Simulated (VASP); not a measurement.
Method: PBEsol GGA, VASP's PBE PAW potentials (set 64) (plane waves; VASP).

VASP input:

**KPOINTS**
```
Regular mesh
0
Gamma
 8 8 8
0 0 0
```

POSCAR:
```
PbS
1
    0.0000000000     2.9499783819     2.9499783819
    2.9499783819     0.0000000000     2.9499783819
    2.9499783819     2.9499783819     0.0000000000
Pb S
1 1
Direct
  0.0000000000   0.0000000000   0.0000000000
  0.5000000000   0.5000000000   0.5000000000
```

**INCAR**
```
# general
SYSTEM  = PbS
PREC    = Accurate
ENCUT   = 480
LREAL   = .FALSE.
LASPH   = .TRUE.

# electronic loop
EDIFF   = 1E-7
NELM    = 100
ALGO    = Normal
LMAXMIX = 4

# smearing
ISMEAR  = 0
SIGMA   = 0.05

# functional
GGA     = PS

# ions
ISIF    = 2

# output
LWAVE   = .FALSE.
LCHARG  = .FALSE.
```

POTCAR, in this order: Pb_d S (PBE.64 set). Program: vasp_std.

Unless said otherwise, spin-orbit coupling is left out, though it shifts the bands of the heavy elements here.

What does the run give for the energy per atom (σ→0), band gap (on the k-mesh)?

```json
{
  "energy per atom (σ→0)": "-4.729 eV/atom",
  "band gap (on the k-mesh)": "0.19 eV"
}
```

**OSZICAR**
```
...
DAV:   7    -0.945752677914E+01    0.32140E-02   -0.11692E-01   882   0.202E+00    0.163E+00
DAV:   8    -0.945742488553E+01    0.10189E-03   -0.11250E-02   914   0.132E+00    0.140E-01
DAV:   9    -0.945719292345E+01    0.23196E-03   -0.21013E-03  1256   0.439E-01    0.766E-02
DAV:  10    -0.945726018684E+01   -0.67263E-04   -0.17349E-04   890   0.908E-02    0.334E-02
DAV:  11    -0.945725914051E+01    0.10463E-05   -0.24251E-05  1006   0.599E-02    0.939E-03
DAV:  12    -0.945725933417E+01   -0.19366E-06   -0.17104E-06  1036   0.177E-02    0.274E-03
DAV:  13    -0.945725929792E+01    0.36252E-07   -0.15341E-07   614   0.453E-03
   1 F= -.94572593E+01 E0= -.94572541E+01  d E =-.103812E-04
```

The compound is PbS in the rock salt structure. It was relaxed first.
